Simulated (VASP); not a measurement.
Consider the following.

```
Cu
1.0
    0.00000     1.84110     1.84110
    1.84110     0.00000     1.84110
    1.84110     1.84110     0.00000
Cu
1
Direct
  0.98099   0.01901   0.04617
```

Method: PBE GGA, VASP's PBE PAW potentials (set 64) (plane waves; VASP 6.6.1). Numerical set-up: 400 eV cut-off, 13×13×13 Γ-centred mesh, first-order Methfessel-Paxton smearing of 0.10 eV, potentials Cu.

Energy and stress use the plane-wave basis of the starting cell.

The ions, cell shape and volume are relaxed. Give the cell that the relaxation ends in.

```
Cu
1.0
    0.00000     1.81310     1.81310
    1.81310     0.00000     1.81310
    1.81310     1.81310     0.00000
Cu
1
Cartesian
  0.11817   1.86234   1.81310
```
Space group Fm-3m (225), at a tolerance of 0.03 Å.

How do energy and volume change from the first to the last step?

The energy (σ→0) changes by -10.6 meV/atom and the volume by -4.5 %, in 3 ionic steps.

| step | E(σ→0) (eV) | max force (eV/Å) | pressure (GPa) | volume (Å³) |
|---|---|---|---|---|
| 1 | -3.7217 | 0.000 | -5.69 | 12.48 |
| 2 | -3.7303 | 0.000 | 2.87 | 11.70 |
| 3 | -3.7323 | 0.000 | 0.02 | 11.92 |

The compound is Cu in the fcc structure. This run relaxes it. Symmetry was kept, so distortions that lower it aren't found.
